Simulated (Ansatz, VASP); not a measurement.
# Ba8Ti13O34: VASP beside Ansatz, part 2 of 2

Wanted: the spread between two codes on one cell, functional and k mesh. Of the first pair: The structure shown is frame 40 of Ansatz's trajectory.

VASP 6.6.1 and Ansatz 0.2.0.

So far. Step 4 (Comparison): The forces differ by 65 meV/Å r.m.s., which is 7.4 % of the r.m.s. force of 0.869 eV/Å (both taken over all components).

## Step 6: VASP: single point, PBE, pair 2

Level of this step: PBE, no spin polarisation; plane waves and PAW (Ba_sv, Ti_sv, O) (VASP).

The same cell, functional and mesh now go to VASP, with its own data sets.

Input file INCAR:

```
SYSTEM = Ba8Ti13O34
PREC = Accurate
ENCUT = 520
EDIFF = 1E-06
NELM = 120
ISMEAR = 0
SIGMA = 0.01
LREAL = Auto
ALGO = Normal
GGA = PE
NBANDS = 520
LASPH = .TRUE.
LORBIT = 11
LWAVE = .FALSE.
LCHARG = .FALSE.
ISIF = 2
GGA_COMPAT = .FALSE.
EFERMI = MIDGAP
NCORE = 2
```

Input file POSCAR:

```
Ba8Ti13O34
1.0
   11.8905400000      0.0000000000      0.0000000000
    0.0000000000     11.8905400000      0.0000000000
    0.0000000000      0.0000000000     11.8905400000
Ba Ti O
16 26 68
Direct
    0.0953026524      0.8253367803      0.6566732882
    0.2883468707      0.5323896139      0.6080127564
    0.6516272600      0.1779565941      0.6471951652
    0.4657231715      0.5938670573      0.0027753155
    0.0513096966      0.2604171047      0.4310149076
    0.2651435511      0.3054276761      0.9588378661
    0.4979420615      0.3122650443      0.2561784410
    0.9818393446      0.5778206877      0.1576547407
    0.5336931712      0.8573622392      0.5738511455
    0.3557113470      0.7763566667      0.3119370525
    0.7315395264      0.8584471353      0.1818672659
    0.8810281114      0.4175840626      0.7481493692
    0.2406955445      0.4551181023      0.2401573015
    0.5000613933      0.0887764559      0.0450610317
    0.5969199044      0.5393194926      0.6769499114
    0.3192706134      0.8100725451      0.8481616478
    0.0226818967      0.5507066962      0.4855708824
    0.9724453221      0.1027791841      0.6702471040
    0.6044553065      0.8153708747      0.8567735359
    0.5268053427      0.3262257223      0.8473038230
    0.5512533493      0.5773665452      0.3750628651
    0.7539018413      0.4023955178      0.4523848370
    0.7825548714      0.0377190607      0.9087560363
    0.8393815588      0.7487633026      0.6944848594
    0.3987623775      0.2781370737      0.5181009441
    0.2732424263      0.1084811960      0.2637222532
    0.3979213728      0.0627978208      0.7675177074
    0.7844807721      0.7036434006      0.4277854496
    0.0733860699      0.7683755321      0.3617749909
    0.1484709694      0.3059406890      0.7117675059
[... 74 atom lines left out ...]
    0.5248542118      0.1932124193      0.4388951217
    0.2727378235      0.1316929256      0.4219825172
    0.8536534085      0.5066128199      0.4711981121
    0.4402827794      0.1032753769      0.2534872260
    0.8354120166      0.0820315982      0.7773995126
    0.2984305170      0.2525284806      0.1785705275
```

Input file KPOINTS:

```
Automatic mesh
0
Gamma
1 1 1
0 0 0
```

The projector-augmented-wave data sets are Ba_sv, Ti_sv and O (PBE family, release 64).

The run is started by

```sh
$ mpirun -np 8 vasp_gam
```

Numbers of over 12 decimals in the logs are rounded to 6 here.

Log:

```text
[... set-up lines as in an earlier step ...]
 entering main loop
       N       E                     dE             d eps       ncg     rms          rms(c)
DAV:   1     0.155457963253E+05    0.15546E+05   -0.48327E+05  1040   0.195E+03
DAV:   2     0.264305110046E+04   -0.12903E+05   -0.12312E+05  1040   0.587E+02
DAV:   3    -0.764514267669E+03   -0.34076E+04   -0.32555E+04  1264   0.261E+02
DAV:   4    -0.112400985648E+04   -0.35950E+03   -0.35783E+03  1448   0.960E+01
[...]
DAV:  19    -0.891961159212E+03   -0.42462E-04   -0.71688E-05  1184   0.171E-02    0.133E-02
DAV:  20    -0.891961165571E+03   -0.63588E-05   -0.32114E-05  1392   0.103E-02    0.661E-03
DAV:  21    -0.891961165908E+03   -0.33717E-06   -0.57978E-06  1048   0.469E-03
   1 F= -.89196117E+03 E0= -.89196117E+03  d E =0.000000E+00
```

Parts of OUTCAR (step 6):

```text
  FREE ENERGIE OF THE ION-ELECTRON SYSTEM (eV)
  ---------------------------------------------------
  free  energy   TOTEN  =      -891.9611659082 eV

  energy  without entropy=     -891.9611659082  energy(sigma->0) =     -891.96116591

[... 1 part as in an earlier step ...]
```

The run ends at a pressure of 1.33 GPa, with forces up to 4.3 eV/Å.

## Step 7: Comparison

Forces on 9 of the 110 atoms, those with the largest forces and the largest differences (eV/Å; atoms numbered as in POSCAR):

| atom | Ansatz x, y, z | VASP x, y, z |
| --- | --- | --- |
| Ba4 | 0.283, -0.548, 0.488 | 0.325, -0.606, 0.730 |
| Ba6 | 1.206, 0.922, 1.701 | 1.440, 1.039, 1.880 |
| Ba7 | 0.242, 0.719, -0.695 | 0.445, 0.882, -0.802 |
| Ti20 | 0.295, 3.042, 3.021 | 0.247, 3.076, 3.005 |
| Ti21 | -2.889, 1.827, -0.724 | -2.878, 1.851, -0.787 |
| Ti27 | -1.438, -2.153, -0.398 | -1.460, -2.128, -0.418 |
| Ti40 | -2.544, -1.625, -2.139 | -2.533, -1.618, -2.134 |
| O90 | -0.227, 1.131, -2.029 | -0.211, 1.174, -2.270 |
| O101 | 1.517, -1.126, 1.849 | 1.493, -1.163, 1.859 |

The forces differ by 64 meV/Å r.m.s., which is 7.4 % of the r.m.s. force of 0.859 eV/Å (both taken over all components).

## Step 8: Ansatz: dynamics, PBE

One frame of this run of dynamics is then solved in both programs, so the motion causes no difference.

The structure compared here is frame 120 of Ansatz's trajectory.

Input file input.yaml:

```yaml
crystal:
  lattice:
    - [11.89054, 0.0, 0.0]
    - [0.0, 11.89054, 0.0]
    - [0.0, 0.0, 11.89054]
  atoms:
    - { symbol: Ba, position: [0.10246, 0.82659, 0.66328] }
    - { symbol: Ba, position: [0.30773, 0.54684, 0.6124] }
    - { symbol: Ba, position: [0.65959, 0.16516, 0.65676] }
    - { symbol: Ba, position: [0.45796, 0.59228, 0.00658] }
    - { symbol: Ba, position: [0.05826, 0.25891, 0.43918] }
    - { symbol: Ba, position: [0.27557, 0.32159, 0.98473] }
    - { symbol: Ba, position: [0.50957, 0.31842, 0.23838] }
    - { symbol: Ba, position: [0.97604, 0.5639, 0.1647] }
    - { symbol: Ba, position: [0.53539, 0.84161, 0.56502] }
    - { symbol: Ba, position: [0.37687, 0.78548, 0.30531] }
    - { symbol: Ba, position: [0.71347, 0.85752, 0.16704] }
    - { symbol: Ba, position: [0.88772, 0.4209, 0.75897] }
    - { symbol: Ba, position: [0.24683, 0.45864, 0.24432] }
    - { symbol: Ba, position: [0.49715, 0.09611, 0.04782] }
    - { symbol: Ba, position: [0.60516, 0.54415, 0.67059] }
    - { symbol: Ba, position: [0.30712, 0.80616, 0.85699] }
    - { symbol: Ti, position: [0.01835, 0.55212, 0.51025] }
    - { symbol: Ti, position: [0.97013, 0.09502, 0.68306] }
    - { symbol: Ti, position: [0.60233, 0.83465, 0.84169] }
    - { symbol: Ti, position: [0.50957, 0.33877, 0.82733] }
    - { symbol: Ti, position: [0.56185, 0.57078, 0.358] }
    - { symbol: Ti, position: [0.76857, 0.39202, 0.45392] }
    - { symbol: Ti, position: [0.77599, 0.04559, 0.91234] }
    - { symbol: Ti, position: [0.8393, 0.75262, 0.69027] }
    - { symbol: Ti, position: [0.40588, 0.2689, 0.53352] }
    - { symbol: Ti, position: [0.27406, 0.10236, 0.26511] }
    - { symbol: Ti, position: [0.39133, 0.06992, 0.76967] }
    - { symbol: Ti, position: [0.79897, 0.70716, 0.41572] }
    - { symbol: Ti, position: [0.08252, 0.75841, 0.36661] }
    - { symbol: Ti, position: [0.14839, 0.31966, 0.70881] }
[... 74 atom lines left out ...]
    - { symbol: O, position: [0.52036, 0.18745, 0.44485] }
    - { symbol: O, position: [0.27272, 0.12035, 0.42273] }
    - { symbol: O, position: [0.86797, 0.50453, 0.46357] }
    - { symbol: O, position: [0.4336, 0.07533, 0.26868] }
    - { symbol: O, position: [0.83487, 0.0873, 0.78113] }
    - { symbol: O, position: [0.302, 0.22868, 0.18321] }
kpoints:
  mp_grid: { grid: [1, 1, 1] }
hamiltonian:
  xc: pbe
scf:
  occupations: { method: fixed }
output:
  forces: true
md:
  timestep: 1.0
  n_steps: 120
  ensemble: nvt_langevin
  temperature: 600
  initial_velocities: maxwell_boltzmann
  seed: 4736
```

The run is started by

```sh
$ ansatz run input.yaml --threads 4 --pin off --max-ram 8192MiB --backend cpu --events-out ev --progress --plain --runs-dir out
```

Log:

```text
[...]
Crystal: 110 atoms, lattice volume = 1681.143 Å³
Basis set: ecut = 420 eV, 32795 PW (Γ), exchange–correlation on 160×160×160 points (8 copies of the dense FFT grid, shifted against one another)
Bands: 550, of which v1, the nominal top of the filled ones, is band 440 counted from 1 (439 counted from 0)
Symmetry: 1 space group operations
k-points: 1
[...]
atom   7  Ba     1.15325676     0.34869162    -0.58797238
  atom   8  Ba     0.67708717    -1.52348699     1.03245331
[...]
atom 107  O     -1.01477950    -0.43883864     0.32503334
  atom 108  O      0.34319064     0.31346692     0.30360205
  atom 109  O      0.25458564     0.63855477    -0.83921774
  atom 110  O      0.41540032     2.35825558    -1.33586461
  max |Σ_I F_I| component: 5.79e-5 eV/Å
--- MD trajectory: 120 steps, t = 0.0 → 120.0 fs ---
[...]
[key lines of the parts left out:]
SCF converged after 11 iterations
Free energy (F): -198923.650144 eV
Fermi energy:    7.137257 eV
```

## Step 9: VASP: single point, PBE, pair 3

The same cell, functional and mesh now go to VASP, with its own data sets.

INCAR is that of step 6.

Input file POSCAR:

```
Ba8Ti13O34
1.0
   11.8905400000      0.0000000000      0.0000000000
    0.0000000000     11.8905400000      0.0000000000
    0.0000000000      0.0000000000     11.8905400000
Ba Ti O
16 26 68
Direct
    0.0866739442      0.8229146868      0.6518206911
    0.2797686228      0.5273688159      0.6088369410
    0.6500461712      0.1766614468      0.6352613086
    0.4666903269      0.5998213706      0.9986628025
    0.0532776476      0.2628560183      0.4312672091
    0.2661779869      0.3083711926      0.9668694609
    0.5029460395      0.3177063447      0.2592481082
    0.9778445722      0.5835226996      0.1464189179
    0.5296815788      0.8686905725      0.5796204378
    0.3525323492      0.7815372557      0.3188753412
    0.7432379017      0.8642080175      0.1852228747
    0.8891942670      0.4291394672      0.7482418797
    0.2427728261      0.4548153406      0.2377604381
    0.5019620640      0.0817036064      0.0384843750
    0.5907385199      0.5391344716      0.6618875173
    0.3158729545      0.8099211642      0.8520470895
    0.0168537341      0.5560554861      0.4809117164
    0.9844632792      0.0934019817      0.6588683104
    0.6007296557      0.8286251087      0.8719620808
    0.5359218337      0.3132994801      0.8796068135
    0.5330035474      0.5897040841      0.3770560462
    0.7645153206      0.4070042235      0.4537136244
    0.7860702710      0.0416717828      0.9055938586
    0.8296343143      0.7476027161      0.7038368316
    0.3949610363      0.2692140138      0.5155611099
    0.2747141846      0.1040322811      0.2526294012
    0.3863743783      0.0636976958      0.7596459034
    0.7830678842      0.6906835182      0.4300225221
    0.0661870697      0.7625810098      0.3594454079
    0.1489419320      0.3035858758      0.7058216027
[... 74 atom lines left out ...]
    0.5287817038      0.2037249780      0.4419647888
    0.2765896250      0.1185227921      0.4177522636
    0.8591872194      0.5265025810      0.4433272164
    0.4360693459      0.0946130285      0.2471208204
    0.8186171528      0.0816363260      0.7702846128
    0.2748319252      0.2219916000      0.1729610262
```

KPOINTS is that of step 6.

The run is started by

```sh
$ mpirun -np 8 vasp_gam
```

Log:

```text
[... set-up lines as in an earlier step ...]
 entering main loop
       N       E                     dE             d eps       ncg     rms          rms(c)
DAV:   1     0.155329746213E+05    0.15533E+05   -0.48363E+05  1048   0.195E+03
DAV:   2     0.262847096990E+04   -0.12905E+05   -0.12285E+05  1048   0.586E+02
DAV:   3    -0.773626924982E+03   -0.34021E+04   -0.32437E+04  1264   0.260E+02
DAV:   4    -0.112037499733E+04   -0.34675E+03   -0.34525E+03  1440   0.952E+01
[...]
DAV:  19    -0.892227554031E+03   -0.35156E-04   -0.56899E-05  1248   0.155E-02    0.145E-02
DAV:  20    -0.892227561689E+03   -0.76580E-05   -0.25406E-05  1328   0.104E-02    0.719E-03
DAV:  21    -0.892227562162E+03   -0.47250E-06   -0.89426E-06  1272   0.548E-03
   1 F= -.89222756E+03 E0= -.89222756E+03  d E =0.000000E+00
```

From OUTCAR (step 9):

```text
  FREE ENERGIE OF THE ION-ELECTRON SYSTEM (eV)
  ---------------------------------------------------
  free  energy   TOTEN  =      -892.2275621616 eV

  energy  without entropy=     -892.2275621616  energy(sigma->0) =     -892.22756216

[... 1 part as in an earlier step ...]
```

The run ends at a pressure of 1.64 GPa, with forces up to 3.7 eV/Å.

## Step 10: Comparison

Forces on 10 of the 110 atoms, those with the largest forces and the largest differences (eV/Å; atoms numbered as in POSCAR):

| atom | Ansatz x, y, z | VASP x, y, z |
| --- | --- | --- |
| Ba8 | 0.677, -1.524, 1.032 | 0.802, -1.715, 1.279 |
| Ti17 | -1.195, 1.339, -2.978 | -1.242, 1.501, -3.026 |
| Ti19 | 1.458, -1.285, -2.317 | 1.410, -1.239, -2.290 |
| Ti20 | -1.365, 2.845, 0.813 | -1.385, 2.863, 0.820 |
| Ti26 | -1.567, -1.893, 2.533 | -1.600, -2.005, 2.625 |
| Ti38 | -2.721, 0.302, -0.536 | -2.875, 0.297, -0.573 |
| O45 | 1.211, -1.710, 2.188 | 1.258, -1.791, 2.289 |
| O63 | -0.271, 1.359, -0.855 | -0.413, 1.505, -0.989 |
| O94 | -0.474, 0.300, -0.103 | -0.592, 0.350, 0.072 |
| O110 | 0.415, 2.358, -1.336 | 0.416, 2.464, -1.361 |

The forces differ by 60 meV/Å r.m.s., which is 6.8 % of the r.m.s. force of 0.879 eV/Å (both taken over all components).

## Step 11: What came out

```
r.m.s. force difference (single point, PBE, pair 1) : 7.4 % of the r.m.s. force
r.m.s. force difference (single point, PBE, pair 2) : 7.4 % of the r.m.s. force
r.m.s. force difference (single point, PBE, pair 3) : 6.8 % of the r.m.s. force
```

The r.m.s. force difference is 7.4 % of the r.m.s. force (single point, PBE, pair 2), beyond the 3 % picked in this series as the mark of a large difference. What causes the difference of the single point, PBE, pair 1 pair stays open here. What causes the difference of the single point, PBE, pair 2 pair stays open here. What causes the difference of the single point, PBE, pair 3 pair stays open here. Such differences can come from data sets, numerical settings and the points named under the comparisons, not from the functional's error against experiment.

[Lines on the potential files, build, host, timing and source positions are cut from VASP's logs without a mark.]

[Logs are printed without paths, hosts, clocks, repeated set-up lines and the standing remarks that a program may print on its own settings, such as how far it seeks lower states.]

[Hosts, paths, dates, database ids (printed as entryN), source tags and the programs' standing remarks are cut or masked in the printed files.]
